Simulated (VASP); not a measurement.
Zn2Ga2O3:

```
Zn Ga O
1.0
     3.08000    0.00000    0.00000
    -1.54000    2.66736    0.00000
     0.00000    0.00000   10.85000
Zn Ga O
2 2 3
Direct
  0.33333 0.66667 0.38000
  0.66667 0.33333 0.62000
  0.33333 0.66667 0.09500
  0.66667 0.33333 0.90500
  0.66667 0.33333 0.18000
  0.33333 0.66667 0.82000
  0.00000 0.00000 0.00000
```

The cell was built by a generator and needn't be a form met in nature.

| Item | Value |
| --- | --- |
| Program | VASP 6.6.1 |
| Task | relaxation of cell and atoms |
| Functional | PBE |
| Potentials or basis | VASP PAW PBE potentials, release 64 (Zn, Ga_d, O) |
| Cutoff | 520 eV |
| k mesh | 5 × 5 × 2 |
| Occupations | gaussian, width 0.15 eV |
| Spin | no spin polarisation |

At the start: pressure 10.6 GPa; volume 12.73 Å³/atom.

Q: How do energy, volume and symmetry change on relaxing?

A: Over 16 steps the energy falls by 386.9 meV/atom and the volume is 14.01 Å³/atom (+10.1 %); space group P-3m1 (No. 164, to 0.05 Å).

The path:
| step | energy change (eV) | largest force (eV/Å) | pressure (GPa) | volume (Å³) |
| --- | --- | --- | --- | --- |
| 1 | 0.0000 | 5.0492 | 10.65 | 89.14 |
| 2 | -1.8829 | 0.9199 | -4.19 | 100.40 |
| 3 | -1.8829 | 0.9106 | -4.58 | 100.47 |
| 4 | -2.1743 | 1.5113 | 1.25 | 96.37 |
| 5 | -2.1743 | 1.5213 | 1.48 | 96.34 |
| 6 | -2.4399 | 0.7958 | 1.16 | 96.00 |
| 7 | -2.4668 | 0.7320 | 0.81 | 95.84 |
| 8 | -2.5548 | 0.6078 | -0.69 | 96.81 |
| 9 | -2.6204 | 0.4253 | -1.58 | 97.86 |
| 10 | -2.6803 | 0.2081 | -2.50 | 99.98 |
| 11 | -2.6757 | 0.4475 | 1.58 | 97.27 |
| 12 | -2.7000 | 0.1048 | -0.73 | 98.70 |
| 13 | -2.7000 | 0.1511 | -0.02 | 98.60 |
| 14 | -2.7000 | 0.1183 | -0.64 | 98.66 |
| 15 | -2.7000 | 0.1414 | -0.37 | 98.63 |
| 16 | -2.7080 | 0.0291 | 0.28 | 98.10 |

Final structure:
```
CELL_PARAMETERS angstrom
2.99604 0.00000 0.00000
-1.49802 2.59465 0.00000
0.00000 0.00000 12.62002
ATOMIC_POSITIONS crystal
Zn 0.33333 0.66667 0.41701
Zn 0.66667 0.33333 0.58299
Ga 0.33333 0.66667 0.11199
Ga 0.66667 0.33333 0.88801
O 0.66667 0.33333 0.17290
O 0.33333 0.66667 0.82710
O 0.00000 0.00000 0.00000
```

Caveat: the k mesh is coarse (spacing up to 0.47 Å⁻¹), so the values aren't converged.
